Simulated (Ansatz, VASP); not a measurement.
# Ta (dimer Ta chain) in two plane-wave programs

Wanted: the spread between two codes on one cell, functional and k mesh. The structure shown is the end of the Ansatz relaxation below. Other levels of theory on this material are compared in a session of their own.

Program: Ansatz 0.2.0. Level of theory: plane waves, with VASP 6.6.1 beside it; single point at LDA. Results are calculated unless marked as measured.

## Step 1: The starting structure

The cell holds 2 atoms: 2 Ta. Its edges and angles: a = 7.500 Å, b = 7.500 Å, c = 4.799 Å, α = 90.0°, β = 90.0°, γ = 90.0°. Vacuum lies along a and b. The structure's axis is c.

## Step 2: Ansatz: relaxation, LDA

Ansatz runs on its default PAW (the set named soft_2) files.

This run makes the geometry at which the two programs are then compared.

File input.yaml:

```yaml
crystal:
  lattice:
    - [7.5, 0.0, 0.0]
    - [0.0, 7.5, 0.0]
    - [0.0, 0.0, 6.46]
  atoms:
    - { symbol: Ta, position: [0.5, 0.5, 0.0], spin: 2.0 }
    - { symbol: Ta, position: [0.5, 0.5, 0.45], spin: 2.0 }
magnetization:
  spin_polarized: true
kpoints:
  mp_grid: { grid: [1, 1, 13] }
scf:
  occupations: { method: fermi_dirac, width: 0.05 }
hamiltonian:
  xc: lda
relax:
  cell: { fix: [a, b, alpha, beta, gamma] }
  max_steps: 60
```

Run with:

```console
ansatz run input.yaml --threads 4 --pin off --max-ram 8192MiB --backend cpu --events-out ev --progress --plain --runs-dir out
```

Numbers of over 12 decimals in the logs are rounded to 6 here.

The log of the run:

```text
Engine: ansatz 0.2.0, x86_64-unknown-linux-gnu
Pseudopotentials: kind: paw
Pseudopotential: Ta, paw, valence charge 13, recommended cutoff 420 eV (normal), Ta.paw.azcp
Functional definition: SPW92
  exchange = slater_x
  correlation = pw_c
Crystal: 2 atoms, lattice volume = 363.375 Å³
Basis set: ecut = 420 eV, 7069 PW (Γ)
Bands: 19, of which v1, the nominal top of the filled ones, is band 13 counted from 1 (12 counted from 0)
Symmetry: 16 space group operations
Space group: P4/mmm (ITA 123), of the structure as read, at distance tolerance 7.1e-5 Å
Magnetic group: BNS 123.339 (UNI 999), of the structure as read, at distance tolerance 7.1e-5 Å
k-points: 7 of 13
Non-local potential: Ta, projectors of the file, l = 0: 3, l = 1: 2, l = 2: 2, l = 3: 1
PAW form: soft (Blöchl's): semilocal exchange-correlation on the pseudo side does not see the compensation charge
PAW frozen core: Ta, regenerated for the run's functional, and the local potential with it (the file was generated under x = pbe(κ = 0.804, μ = 0.219515), c = pbe(β = 0.066725))
PAW one-centre angular grid: Ta, 590 points (default); XC on 64 Gauss nodes
Initial density: superposition of atomic densities (neutral atoms: chi_scale 0, normalization atom)
Starting moments: Σ|m| = 4 μB on 2 of 2 sites
Initial wavefunctions: pseudopotential atomic-orbital guess
Functional: x = slater, c = lda
SCF iter   1: F=—  HF=-19350.792942 eV  |F-HF|=—  |Δ(HF+E_count)|=         —  Δρ=1.04e-2 (↑7.86e-3 ↓1.04e-2)  dr2=2.01e0  dr2_m=1.01e-1  M=3.981 μB ∫|m|=3.981 μB  β_m=0.30  ethr=3.10e-3  ⟨swp⟩=5.9  Hψ=2560  notcnv=0
Mixer restart at iter 1: flushing history
automatic band count: the SCF goes on with 23 bands, as 19 were too few: the levels above may hold too much charge
preconditioner: auto → LDOS  [metal: Δε(μ)=0.037 eV  Ē_g=2.844 eV  σ=0.050 eV  W_gap=0.18  n_scr=30 (ndim 8)  ℏωp=6.2 eV  f_vac=0.577  D(μ)=7.23/eV (n_scr^D=38)]
spin=Collinear: LDOS preconditioning applied to the charge; magnetization (m = ρ↑ − ρ↓) channel mixes plain (no charge-response kernel on spin).
SCF iter   2: F=—  HF=-19350.529871 eV  |F-HF|=—  |Δ(HF+E_count)|=   2.63e-1  Δρ=6.66e-3 (↑4.93e-3 ↓6.66e-3)  dr2=7.19e-1  dr2_m=4.59e-2  M=4.057 μB ∫|m|=4.057 μB  β_m=0.51  ethr=3.10e-3  ⟨swp⟩=2.0  Hψ=488  notcnv=0
SCF iter   3: F=—  HF=-19350.456872 eV  |F-HF|=—  |Δ(HF+E_count)|=   7.30e-2  Δρ=1.78e-3 (↑1.78e-3 ↓1.56e-3)  dr2=3.42e-2  dr2_m=4.67e-3  M=4.213 μB ∫|m|=4.217 μB  β_m=0.71  ethr=2.77e-3  ⟨swp⟩=2.0  Hψ=515  notcnv=0  defer=11
SCF iter   4: F=—  HF=-19350.476803 eV  |F-HF|=—  |Δ(HF+E_count)|=         —  Δρ=1.28e-3 (↑1.28e-3 ↓8.24e-4)  dr2=4.66e-3  dr2_m=3.06e-3  M=4.450 μB ∫|m|=4.462 μB  β_m=0.71  ethr=1.32e-4  ⟨swp⟩=2.4  Hψ=582  notcnv=0  defer=12
Mixer restart at iter 4: flushing history
SCF iter   5: F=—  HF=-19350.479837 eV  |F-HF|=—  |Δ(HF+E_count)|=   3.03e-3  Δρ=9.13e-4 (↑9.13e-4 ↓5.65e-4)  dr2=2.16e-3  dr2_m=1.57e-3  M=4.548 μB ∫|m|=4.561 μB  β_m=0.62  ethr=1.79e-5  ⟨swp⟩=2.0  Hψ=352  notcnv=0  defer=12
SCF iter   6: F=—  HF=-19350.482820 eV  |F-HF|=—  |Δ(HF+E_count)|=   2.98e-3  Δρ=3.51e-4 (↑3.51e-4 ↓2.15e-4)  dr2=4.75e-4  dr2_m=2.27e-4  M=4.685 μB ∫|m|=4.697 μB  β_m=0.78  ethr=8.32e-6  ⟨swp⟩=2.2  Hψ=516  notcnv=0  defer=12
SCF iter   7: F=—  HF=-19350.483702 eV  |F-HF|=—  |Δ(HF+E_count)|=   8.82e-4  Δρ=1.93e-4 (↑1.93e-4 ↓1.59e-4)  dr2=2.00e-4  dr2_m=8.01e-5  M=4.798 μB ∫|m|=4.808 μB  β_m=0.89  ethr=1.83e-6  ⟨swp⟩=2.0  Hψ=514  notcnv=0  defer=12
SCF iter   8: F=—  HF=-19350.483827 eV  |F-HF|=—  |Δ(HF+E_count)|=   1.25e-4  Δρ=4.97e-5 (↑4.97e-5 ↓4.42e-5)  dr2=2.11e-5  dr2_m=5.07e-6  M=4.849 μB ∫|m|=4.858 μB  β_m=0.94  ethr=7.68e-7  ⟨swp⟩=2.1  Hψ=507  notcnv=0  defer=12
SCF iter   9: F=—  HF=-19350.483828 eV  |F-HF|=—  |Δ(HF+E_count)|=   9.91e-7  Δρ=1.87e-5 (↑1.87e-5 ↓1.22e-5)  dr2=1.34e-6  dr2_m=6.26e-7  M=4.860 μB ∫|m|=4.868 μB  β_m=0.92  ethr=8.13e-8  ⟨swp⟩=2.5  Hψ=511  notcnv=0  defer=12
SCF iter  10: F=—  HF=-19350.483829 eV  |F-HF|=—  |Δ(HF+E_count)|=   1.25e-6  Δρ=2.67e-6 (↑2.67e-6 ↓2.55e-6)  dr2=3.68e-8  dr2_m=1.47e-8  M=4.853 μB ∫|m|=4.861 μB  β_m=0.96  ethr=5.16e-9  ⟨swp⟩=2.0  Hψ=522  notcnv=0  defer=12
SCF iter  11: F=-19350.483829 eV  HF=-19350.483829 eV  |F-HF|=1.21e-9  |Δ(HF+E_count)|=   6.73e-8  Δρ=6.03e-7 (↑4.91e-7 ↓6.03e-7)  dr2=5.10e-9  dr2_m=2.53e-10  M=4.854 μB ∫|m|=4.862 μB  ethr=1.42e-10  ⟨swp⟩=2.0  Hψ=991  notcnv=0
SCF 1 converged in 11 iterations: F = -19350.483829 eV  dr2 = 5.10e-9
  greatest PAW one-centre occupation: 1.000 electrons in one spin orbital (limit 2), on the Ta atom at site 1 (counted from 0), in its partial waves of l = 0
relax step   1: F+E_penalty+E_count = -19350.48382891 eV  Δ(F+E_penalty+E_count) = +0.000e0 eV  max|allowed force component| = 2.211e0 eV/Å  Δτ_max = 0.0000 Å  P = -2.238 GPa  Ω = 363.375 Å³  fix = [a, b, alpha, beta, gamma]  reactions: a -0.253, b -0.253 GPa  (11 SCF iters, dr2 threshold 1.00e-7 eV, accepted)
[...]
relax step  10: F+E_penalty+E_count = -19354.30986636 eV  Δ(F+E_penalty+E_count) = +3.970e-5 eV  max|allowed force component| = 2.008e-2 eV/Å  Δτ_max = 0.0060 Å  P = -0.146 GPa  Ω = 269.262 Å³  energy of the carried Pulay correction = +1.658e-3 eV  fix = [a, b, alpha, beta, gamma]  (9 SCF iters, dr2 threshold 6.76e-8 eV, rejected (line search))
[...]
relax step  11: F+E_penalty+E_count = -19354.31028577 eV  Δ(F+E_penalty+E_count) = -3.797e-4 eV  max|allowed force component| = 7.385e-4 eV/Å  Δτ_max = 0.0033 Å  P = -0.221 GPa  Ω = 269.955 Å³  energy of the carried Pulay correction = +1.644e-3 eV  fix = [a, b, alpha, beta, gamma]  reactions: a -0.330, b -0.330 GPa  (9 SCF iters, accepted)
[...]
relax step  12: F+E_penalty+E_count = -19354.30951675 eV  Δ(F+E_penalty+E_count) = +7.690e-4 eV  max|allowed force component| = 6.622e-5 eV/Å  Δτ_max = 0.0000 Å  P = -0.222 GPa  Ω = 269.955 Å³  fix = [a, b, alpha, beta, gamma]  reactions: a -0.330, b -0.330 GPa  stress off target by 4.79e-3 GPa on what of the cell is left free  SCF on the basis re-selected at this cell (its energy is not comparable with the rows above)  (6 SCF iters)
basis re-selected at this cell: Δ(F+E_penalty+E_count) = +7.690e-4 eV, ΔP = -0.001 GPa vs the last step (what re-selecting the basis moved, of the pressure what is left beyond the Pulay correction that the steps carried, after the strain that the cell walked since its last selection, with what the two solves' SCF thresholds leave and, on support functions, any second-order correction that the steps lacked; it is no measure of the basis error at this ecutwfc). The dense FFT grid was sized anew with the basis: this SCF ran on 54×54×36 points, the steps before it on 54×54×45, so part of this shift can come from that change (see relax.cell in the input reference). [rest of the remark cut]
SCF converged after 6 iterations
Magnetization: -0.0000 μB (13.0000 up, 13.0000 down)
Absolute magnetization: 0.0000 μB (∫|ρ↑−ρ↓|, with the PAW one-centre terms)
Spin contamination: 0.0000 ħ² per cell (⟨S²⟩ above its minimum at these occupations)
Per-site moments (μB) at R_I (Å): [(-5.692600104377517e-7, 0.883384), (-5.692600104590786e-7, 0.883384)]
Free energy (F): -19354.309517 eV
Harris-Foulkes:  -19354.309517 eV  (|F-HF|=3.64e-12)
Internal energy: -19354.270380 eV  (E = F + TS)
E sigma→0 (E₀):  -19354.289948 eV
Entropy (-TS):   -0.039137 eV (-19.568 meV/atom)
Fermi energy:    -1.094081 eV
--- Per-component energies (eV) ---
  E_band       = -725.530123
  E_kinetic    = 731.402632
  E_local      = -4834.612642  (includes V_loc(G=0)·N_el)
  E_nonlocal   = 47.773242
  E_hartree    = 1982.100171
  E_xc         = -425.088626
  E_vxc        = -397.004451  (∫ρ·V_xc dr)
  E_paw        = -16299.479183  (= ΣΔE_a)
  E_vpaw       = -237.289574  (= ΣTr[D̂ρ^β])
  E_aug_tail   = 0.000301  (compensation charges beyond the density's cutoff)
  E_ewald      = -556.884080
  E_core_change = 0.517806  (= ΣΔE_core)
  E_smearing   = -0.039137  (= −TS)
  E_closure    = 0.000000  (closes the sum)
  Σ components = -19354.309517   (vs F -19354.309517, Δ=0.00e0)
--- Forces (eV/Å), atoms counted from 1 ---
  atom   1  Ta     0.00000000    -0.00000000    -0.00006622
  atom   2  Ta     0.00000000     0.00000000     0.00006622
  max |Σ_I F_I| component: 3.10e-25 eV/Å
--- Stress (GPa, compression-positive) ---
       -0.329985       0.000000       0.000000
        0.000000      -0.329985       0.000000
        0.000000       0.000000      -0.004788
  P = ⅓ Tr σ = -0.2216 GPa (-2.216 kbar)
--- Relaxed structure (11 steps of the walk, 10 accepted, 1 SCFs on fresh bases) ---
  F+E_penalty+E_count = -19354.30951675 eV   max|allowed force component| = 6.622e-5 eV/Å   (the final SCF, on the basis selected at the relaxed cell)
  cell:  # Å, volume = 269.9555 Å³
    - [7.5, 0.0, 0.0]
    - [0.0, 7.5, 0.0]
    - [0.0, 0.0, 4.799209]
  atoms:
    - { symbol: Ta, position: [0.5, 0.5, 0.00188647] }
    - { symbol: Ta, position: [0.5, 0.5, 0.448114] }
```

## Step 3: VASP: single point, LDA

The same cell, functional (in two slightly different forms), mesh and smearing now go to VASP, with its own data sets.

Lines of VASP's logs that name or quote its potential files are left out, and so is its time.

File INCAR:

```
SYSTEM = Ta
PREC = Accurate
ENCUT = 500
EDIFF = 1E-06
NELM = 200
ISMEAR = -1
SIGMA = 0.05
LREAL = .FALSE.
ALGO = Normal
GGA = CA
NBANDS = 18
ISPIN = 2
MAGMOM = -0 -0
LASPH = .TRUE.
LMAXMIX = 4
LORBIT = 11
LWAVE = .FALSE.
LCHARG = .FALSE.
ISIF = 2
GGA_COMPAT = .FALSE.
KPAR = 2
```

File POSCAR:

```
Ta
1.0
    7.5000000000      0.0000000000      0.0000000000
    0.0000000000      7.5000000000      0.0000000000
    0.0000000000      0.0000000000      4.7992086846
Ta
2
Direct
    0.5000000000      0.5000000000      0.0018864720
    0.5000000000      0.5000000000      0.4481135280
```

File KPOINTS:

```
Automatic mesh
0
Gamma
1 1 13
0 0 0
```

Potentials, in the order of the species: Ta_pv (LDA family, release 64).

Run with:

```console
mpirun -np 2 vasp_std
```

The log of the run:

```text
[banner, memory and clock lines left out]
running    2 mpi-ranks, on    1 nodes
 distrk:  each k-point on    1 cores,    2 groups
 distr:  one band on    1 cores,    1 groups

 POSCAR found type information on POSCAR Ta
 POSCAR found :  1 types and       2 ions
 LDA part: xc-table for (Slater(with rela. corr.)+CA(PZ))
 , standard interpolation
 POSCAR, INCAR and KPOINTS ok, starting setup
 FFT: planning ... GRIDC
 FFT: planning ... GRID_SOFT
 FFT: planning ... GRID
 WAVECAR not read
 entering main loop
       N       E                     dE             d eps       ncg     rms          rms(c)
DAV:   1     0.100344108920E+03    0.10034E+03   -0.10935E+04   672   0.870E+02
DAV:   2    -0.862005020202E+01   -0.10896E+03   -0.10644E+03   750   0.190E+02
DAV:   3    -0.158628373292E+02   -0.72428E+01   -0.69267E+01   614   0.388E+01
DAV:   4    -0.161002551086E+02   -0.23742E+00   -0.23128E+00   684   0.635E+00
DAV:   5    -0.161050218241E+02   -0.47667E-02   -0.47570E-02   664   0.860E-01    0.150E+01
DAV:   6    -0.150486143785E+02    0.10564E+01   -0.16062E+00   558   0.724E+00    0.852E+00
DAV:   7    -0.147610911097E+02    0.28752E+00   -0.72900E-01   634   0.478E+00    0.156E+00
DAV:   8    -0.147559186356E+02    0.51725E-02   -0.51974E-02   570   0.152E+00    0.667E-01
DAV:   9    -0.147565030333E+02   -0.58440E-03   -0.38967E-03   648   0.357E-01    0.178E-01
DAV:  10    -0.147566913071E+02   -0.18827E-03   -0.21948E-04   612   0.735E-02    0.669E-02
DAV:  11    -0.147569189008E+02   -0.22759E-03   -0.14375E-04   574   0.406E-02    0.255E-02
DAV:  12    -0.147571614508E+02   -0.24255E-03   -0.70444E-05   524   0.359E-02    0.187E-02
DAV:  13    -0.147573425624E+02   -0.18111E-03   -0.38546E-05   516   0.182E-02    0.118E-02
DAV:  14    -0.147573975540E+02   -0.54992E-04   -0.11070E-05   536   0.860E-03    0.868E-03
DAV:  15    -0.147574147451E+02   -0.17191E-04   -0.37790E-06   524   0.644E-03    0.394E-03
DAV:  16    -0.147574180182E+02   -0.32731E-05   -0.79353E-07   472   0.300E-03    0.128E-03
DAV:  17    -0.147574186818E+02   -0.66365E-06   -0.14235E-07   298   0.179E-03
   1 F= -.14757419E+02 E0= -.14737805E+02  d E =-.392280E-01  mag=    -0.0000
```

From OUTCAR (step 3):

```text
ion  position               nearest neighbor table
   1  0.500  0.500  0.002-   2 2.14   2 2.66
   2  0.500  0.500  0.448-   1 2.14   1 2.66

  LATTYP: Found a simple tetragonal cell.
 ALAT       =     7.5000000000
 C/A-ratio  =     0.6398944913

 Subroutine GETGRP returns: Found 16 space group operations
 (whereof  8 operations were pure point group operations)

The static configuration has the point symmetry C_4v.
 The point group associated with its full space group is D_4h.

 Found      7 irreducible k-points:

   k-points           NKPTS =      7   k-points in BZ     NKDIM =      7   number of bands    NBANDS=     18

   dimension x,y,z NGX =    56 NGY =   56 NGZ =   36
   dimension x,y,z NGXF=   112 NGYF=  112 NGZF=   72

   ENCUT  =  500.0 eV  36.75 Ry    6.06 a.u.  13.67 13.67  8.75*2*pi/ulx,y,z

   NELECT =      22.0000    total number of electrons

 k-points in reciprocal lattice and weights: Automatic mesh
   0.00000000  0.00000000  0.00000000       0.077
   0.00000000  0.00000000  0.07692308       0.154
   0.00000000  0.00000000  0.15384615       0.154
   0.00000000  0.00000000  0.23076923       0.154
   0.00000000  0.00000000  0.30769231       0.154
   0.00000000  0.00000000  0.38461538       0.154
   0.00000000  0.00000000  0.46153846       0.154

 average (electrostatic) potential at core
       1 -45.8005       2 -45.8005

 E-fermi :  -2.8421

 spin component 1
 k-point     1 :       0.0000    0.0000    0.0000
  band No.  band energies     occupation
    ...
      8      -5.1876      1.00000
      9      -5.1876      1.00000
     10      -4.6815      1.00000
     11      -3.1181      0.99601
     12      -3.0643      0.98839
     13      -1.0552      0.00000
     14      -1.0552      0.00000
     15      -0.5245      0.00000
     16      -0.4468      0.00000
     17      -0.4422      0.00000
    ...

 k-point     2 :       0.0000    0.0000    0.0769
  band No.  band energies     occupation
    ...
      8      -5.1312      1.00000
      9      -5.1312      1.00000
     10      -4.6336      1.00000
     11      -3.0938      0.99353
     12      -3.0406      0.98148
     13      -1.0657      0.00000
     14      -1.0657      0.00000
     15      -0.6876      0.00000
     16      -0.4949      0.00000
     17      -0.4885      0.00000
    ...

 k-point     3 :       0.0000    0.0000    0.1538
  band No.  band energies     occupation
    ...
      8      -4.9649      1.00000
      9      -4.9649      1.00000
     10      -4.4846      1.00000
     11      -3.0221      0.97343
     12      -2.9709      0.92929
     13      -1.1089      0.00000
     14      -1.1089      0.00000
     15      -1.0838      0.00000
     16      -0.6311      0.00000
     17      -0.6197      0.00000
    ...

 k-point     4 :       0.0000    0.0000    0.2308
  band No.  band energies     occupation
    ...
      8      -4.6982      1.00000
      9      -4.6982      1.00000
     10      -4.2161      1.00000
     11      -2.9077      0.78807
     12      -2.8598      0.58766
     13      -1.5615      0.00000
     14      -1.2189      0.00000
     15      -1.2189      0.00000
     16      -0.8334      0.00000
     17      -0.8149      0.00000
    ...

 k-point     5 :       0.0000    0.0000    0.3077
  band No.  band energies     occupation
    ...
      6     -35.2915      1.00000
      7      -5.1459      1.00000
      8      -4.3515      1.00000
      9      -4.3515      1.00000
     10      -3.8152      1.00000
     11      -2.7607      0.16420
     12      -2.7175      0.07650
     13      -1.9800      0.00000
     14      -1.4352      0.00000
     15      -1.4352      0.00000
    ...

 k-point     6 :       0.0000    0.0000    0.3846
  band No.  band energies     occupation
    ...
      6     -35.4768      1.00000
      7      -4.5922      1.00000
      8      -3.9696      1.00000
      9      -3.9696      1.00000
     10      -3.4862      1.00000
     11      -2.6033      0.00836
     12      -2.5663      0.00401
     13      -2.0239      0.00000
     14      -1.7493      0.00000
     15      -1.7493      0.00000
    ...

  Total       -0.5738593     -0.5738593      0.5645179      0.0000000      0.0000000      0.0000000
  in kB       -3.4058371     -3.4058371      3.3503958      0.0000000      0.0000000      0.0000000
  external PRESSURE =      -1.1537595 kB  Pullay stress =       0.0000000 kB

  energy-cutoff  :      500.00
  volume of cell :      269.96
      direct lattice vectors                 reciprocal lattice vectors
     7.500000000  0.000000000  0.000000000     0.133333333  0.000000000  0.000000000
     0.000000000  7.500000000  0.000000000     0.000000000  0.133333333  0.000000000
     0.000000000  0.000000000  4.799208685     0.000000000  0.000000000  0.208367684

 POSITION                                       TOTAL-FORCE (eV/Angst)
 -----------------------------------------------------------------------------------
      3.75000      3.75000      0.00905         0.000000      0.000000     -0.216837
      3.75000      3.75000      2.15059         0.000000     -0.000000      0.216837
 -----------------------------------------------------------------------------------
    total drift:                                0.000000      0.000000     -0.000001

  FREE ENERGIE OF THE ION-ELECTRON SYSTEM (eV)
  ---------------------------------------------------
  free  energy   TOTEN  =       -14.7574186818 eV

  energy  without entropy=      -14.7181906427  energy(sigma->0) =      -14.73780466

 total charge
# of ion       s       p       d       tot
------------------------------------------
    1        0.391   5.990   2.743   9.124
    2        0.391   5.990   2.743   9.124
--------------------------------------------------
tot          0.782  11.980   5.485  18.248

 magnetization (x)
# of ion       s       p       d       tot
------------------------------------------
    1        0.000   0.000  -0.000  -0.000
    2        0.000   0.000  -0.000  -0.000
--------------------------------------------------
tot          0.000   0.000  -0.000  -0.000

[... 4 further parts left out ...]
```

## Step 4: Differences

Known differences besides the potentials themselves: the two LDA forms differ slightly; the data sets hold 26 valence electrons in Ansatz (on its default PAW (the set named soft_2) files) and 22 in VASP; the cutoff is 420 eV in Ansatz and 500 eV in VASP; VASP's log shows a relativistic correction to its local exchange, Ansatz's none; Ansatz's pressure holds a Pulay correction, VASP's none. Total energies have different zeros and are not compared.

Both answers:

| quantity | Ansatz | VASP | difference |
| --- | --- | --- | --- |
| pressure (GPa) | -0.22 | -0.12 | -0.11 |

Forces (eV/Å; atoms numbered as in POSCAR):

| atom | Ansatz x, y, z | VASP x, y, z |
| --- | --- | --- |
| Ta1 | 0.000, 0.000, 0.000 | 0.000, 0.000, -0.217 |
| Ta2 | 0.000, 0.000, 0.000 | 0.000, 0.000, 0.217 |

The forces differ by 125 meV/Å r.m.s., where the r.m.s. force is 0.000 eV/Å in Ansatz and 0.125 eV/Å in VASP: the atoms lie near their places of rest in Ansatz, so a percentage would say little (all taken over all components).

## Step 5: What came out

| Quantity | Value |
| --- | --- |
| r.m.s. force difference (single point, LDA) | 125 meV/Å |

**Reading.** The r.m.s. force difference is 125 meV/Å (single point, LDA), beyond the 12 meV/Å picked in this series as the mark of a large difference. The data sets hold unlike numbers of valence electrons (26 in Ansatz and 22 in VASP), so part of the differences comes from the potentials. What causes the difference of the single point, LDA pair stays open here. 8 further runs of this series are not shown here. Such differences can come from data sets, numerical settings and the points named under the comparisons, not from the functional's error against experiment.

[Lines on the potential files, build, host, timing and source positions are cut from VASP's logs without a mark.]

[Logs are printed without paths, hosts, clocks, repeated set-up lines and the standing remarks that a program may print on its own settings, such as how far it seeks lower states.]

[Hosts, paths, dates, database ids (printed as entryN), source tags and the programs' standing remarks are cut or masked in the printed files.]
